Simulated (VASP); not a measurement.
An input for Ansatz (written as the equivalent of a VASP run, and not itself run):

Ansatz 0.2 input:
```yaml
crystal:
  lattice:
    - [3.5592951, -0.0000000, 0.0000000]
    - [-1.7796476, 3.0824666, 0.0000000]
    - [0.0000000, 0.0000000, 6.7871197]
  atoms:
    - { symbol: Cd, position: [0.3333330, 0.6666670, 0.0202950] }
    - { symbol: Cd, position: [0.6666670, 0.3333330, 0.5202950] }
    - { symbol: S, position: [0.3333330, 0.6666670, 0.3547050] }
    - { symbol: S, position: [0.6666670, 0.3333330, 0.8547050] }
kpoints:
  mp_grid: { grid: [7, 7, 4] }
hamiltonian:
  xc: pbesol
  pseudopotentials: { kind: paw }
scf:
  occupations: { method: gaussian, width: 0.05 }
  max_iter: 100
relax:
  max_steps: 40
  f_tol: 0.02
  cell: { p_target: 30 }
output: { forces: true, stress: true, eigenvalues: true }
```

Q: Write the VASP files for the same calculation (PBEsol).

A: Several could match; the one computed here: 
**POSCAR**
```
CdS
1.0
  3.5592950980  -0.0000000015   0.0000000000
 -1.7796475503   3.0824666243   0.0000000000
  0.0000000000   0.0000000000   6.7871196680
Cd S
2 2
Cart
 -0.0000017805   2.0549787765   0.1377449059
  1.7796493282   1.0274878463   3.5313047399
 -0.0000017805   2.0549787765   2.4074249696
  1.7796493282   1.0274878463   5.8009848036
```

### INCAR
```
SYSTEM = CdS
PREC = Accurate
IBRION = 2   # conjugate gradients
LASPH = T
LREAL = F   # projection in real space or not
PSTRESS = 300
NELM = 100
LCHARG = F
ISIF = 3   # ions, shape and volume
ENCUT = 500   # plane-wave cut-off (eV)
SIGMA = 0.05   # width (eV)
EDIFF = 1E-6   # SCF stop (eV)
LWAVE = F
EDIFFG = -0.02   # ionic stop
LMAXMIX = 4
ALGO = Normal
ISMEAR = 0   # Gaussian
GGA = PS
NSW = 40   # most ionic steps
```

KPOINTS:
```
Automatic
0
Gamma
  7 7 4
0 0 0
```

POTCAR, in this order: Cd S (PBE.64 set). Program: vasp_std.

The two are equivalent in intent, not identical: each code has its own PAW files, so the cut-off isn't converted (ENCUT is set for VASP's; basis.ecutwfc is left out, and Ansatz then takes the one that its files recommend); Ansatz stops its SCF on the density residual and VASP on the energy change (EDIFF).

The structure was generated: CdS was put into the wurtzite type (P6_3mc), which need not be its known phase. It was relaxed first under an external pressure of 30 GPa.
